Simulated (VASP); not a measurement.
Runs of VASP 6.6.1 on ScNb. All rows change the cell; the cell of one of them follows. It takes space group P-6m2 (No. 187, hexagonal). The conventional cell has a = 3.057 Å, b = 3.057 Å, c = 5.362 Å, α = 90.00°, β = 90.00°, γ = 120.00°. Around Sc (site symmetry -6m2) lie 6 Sc at 3.06 Å and 6 Nb at 3.21 Å. Nb (site symmetry -6m2) is surrounded by 6 Nb at 3.06 Å and 6 Sc at 3.21 Å. The cell comes from a database or a generator and needn't be the stable form of this composition.

| potentials or basis | cell | k mesh | gap on the mesh (eV) | pressure (GPa) |
| --- | --- | --- | --- | --- |
| VASP PAW PBE potentials, release 64 (Sc_sv, Nb_sv) | strained and moved within the space group | 15 × 15 × 8 | none | (a) |
| VASP PAW PBE potentials, release 64 (Ga_d, Nb_sv) | Sc replaced by Ga, lengths x 0.914, strained and moved within the space group | 9 × 9 × 4 | none | -2.2 |
| VASP PAW PBE potentials, release 64 (Sc_sv, Ta_pv) | Nb replaced by Ta, lengths x 1.011, strained and moved within the space group | 15 × 15 × 8 | none | 3.0 |
| VASP PAW PBE potentials, release 64 (Al, Nb_sv) | Sc replaced by Al, lengths x 0.912, strained and moved within the space group | 18 × 18 × 10 | none | 0.7 |

Alike in all rows: task single point; level PBE; no spin polarisation; cutoff (eV) 520; smearing gaussian 0.1 eV.

Question: Estimate the missing entries.

Answer: (a) -4.8.

A k mesh can miss the band edges, and the runs leave out spin-orbit coupling on Nb.

A gap of «none» marks a metal or a gap under the smearing width.

The runs don't all hold the same shells in valence.
